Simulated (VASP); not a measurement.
```
AlP
1.0
    0.00000     2.78460     2.78460
    2.78460     0.00000     2.78460
    2.78460     2.78460     0.00000
Al P
1 1
Direct
  0.00000   0.00000   0.00000
  0.25000   0.25000   0.25000
```

These are PBE GGA, VASP's PBE PAW potentials (set 64) (plane waves; VASP 6.6.1) values and carry that method's errors. Run with 400 eV cut-off, 6×6×6 Γ-centred mesh, Gaussian smearing of 0.050 eV, potentials Al P.

Predict the energy per atom (σ→0), pressure, band gap (on the k-mesh) with the smallest direct gap where there is one.

```json
{
  "band gap (on the k-mesh)": "1.69 eV",
  "smallest direct gap (on the k-mesh)": "2.80 eV",
  "energy per atom (σ→0)": "-499.6 kJ/mol-atom",
  "pressure": "-2.62 GPa"
}
```

Only differences to runs with the same potentials and settings are physical.

The compound is AlP in the zinc blende structure. The cell was not relaxed at this level.
